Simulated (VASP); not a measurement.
Crystal: CsLiCr2Te2S3.

```xyz
9
Lattice="7.0568 0.0000 0.0079 0.0000 3.9806 0.0000 -2.6830 0.0000 8.6787" Properties=species:S:1:pos:R:3 pbc="T T T"
Cs   -0.4655    0.0000    3.2730
Li    3.9824    1.9903    6.8528
Cr   -1.6462    0.0000    8.2124
Cr    1.5770    1.9903    8.4373
Te    3.1779    0.0000    1.3292
Te    1.9151    0.0000    6.5041
S     4.3316    0.0000    5.9520
S    -0.4879    1.9903    7.3270
S     6.6516    1.9903    0.4725
```

The cell was built by a generator and needn't be a form met in nature.

| Item | Value |
| --- | --- |
| Program | VASP 6.6.1 |
| Task | relaxation of cell and atoms |
| Functional | PBEsol |
| Potentials or basis | VASP PAW PBE potentials, release 64 (Cs_sv, Li_sv, Cr_pv, Te, S) |
| Cutoff | 600 eV |
| k mesh | 4 × 7 × 3 |
| Occupations | fermi-dirac, width 0.05 eV |
| Spin | collinear spin, ferromagnetic start |
| Starting moments | [0.0, 0.0, 3.0, 3.0, 0.0, 0.0, 0.0, 0.0, 0.0] μB |

At the start: pressure -2.2 GPa; volume 27.10 Å³/atom.

Where does the relaxation end?

Over 17 steps the energy falls by 10.6 meV/atom and the volume is 25.39 Å³/atom (-6.3 %); space group Pm (No. 6, to 0.05 Å); moment 6.00 μB per cell.

The path:
```csv
step,energy change (eV),largest force (eV/Å),pressure (GPa),volume (Å³)
1,0.0000,0.3197,-2.19,243.87
2,-0.0724,0.4644,0.57,231.05
3,-0.0781,0.3419,-0.06,233.65
4,-0.0863,0.1171,-0.04,232.46
5,-0.0871,0.1074,-0.03,231.93
6,-0.0899,0.0708,-0.03,231.43
7,-0.0907,0.0875,-0.04,230.54
8,-0.0911,0.0645,-0.02,230.85
9,-0.0921,0.0379,-0.02,230.55
10,-0.0933,0.0907,0.03,229.64
11,-0.0941,0.0624,-0.01,229.53
12,-0.0944,0.0476,-0.08,229.37
13,-0.0949,0.0313,-0.01,228.81
14,-0.0949,0.0338,0.03,228.52
15,-0.0951,0.0234,0.04,228.48
16,-0.0952,0.0282,0.01,228.42
17,-0.0954,0.0190,-0.01,228.51
```

Final structure:
```xyz
9
Lattice="6.9307 0.0000 -0.0050 0.0000 3.9067 0.0000 -2.6506 0.0000 8.4413" Properties=species:S:1:pos:R:3 pbc="T T T"
Cs   -0.4580    0.0000    3.1941
Li    3.8479    1.9534    6.6395
Cr   -1.6303    0.0000    7.9744
Cr    1.5484    1.9534    8.2237
Te    3.1143    0.0000    1.3252
Te    1.8547    0.0000    6.3111
S     4.2609    0.0000    5.7414
S    -0.4822    1.9534    7.0998
S     6.5535    1.9534    0.4673
```

Caveat: the cutoff is under 1.25 times the usual one of these potentials, so pressure, stress and relaxed cells hold a basis-set (Pulay) error; the PAW data sets were made with another functional, which shifts forces and pressure a little; only a ferromagnetic start was run, and an antiferromagnetic order may lie lower in energy.
